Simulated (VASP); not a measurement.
**GaIn₃P₄ (ordered alloy cell): computed properties**

Method: PBEsol GGA, VASP's PBE PAW potentials (set 64) (plane waves; VASP).

- space group: P-43m (215)
- cell: a = b = c = 5.7647 Å, α = β = γ = 90.00°
- volume per atom: 23.95 Å³/atom
- band gap (over mesh and band path): 0.78 eV
- smallest direct gap (over mesh and band path): 0.78 eV
- band-edge character: direct, Γ to Γ
- density: 4.66 g/cm³

```
CELL_PARAMETERS angstrom
      5.76473     0.00000     0.00000
      0.00000     5.76473     0.00000
      0.00000     0.00000     5.76473
ATOMIC_POSITIONS crystal
  In 0.00000 0.00000 0.00000
  In 0.50000 0.50000 0.00000
  In 0.50000 0.00000 0.50000
  P  0.23886 0.26114 0.26114
  P  0.76114 0.73886 0.26114
  P  0.76114 0.26114 0.73886
  P  0.23886 0.73886 0.73886
  Ga 0.00000 0.50000 0.50000
```

Unless said otherwise, spin-orbit coupling is left out, though it shifts the bands of the heavy elements here.

The structure was generated: GaIn3P4 was put into an ordered model structure (P-43m), which need not be its known phase. It was relaxed first. Symmetry was kept, so distortions that lower it aren't found.
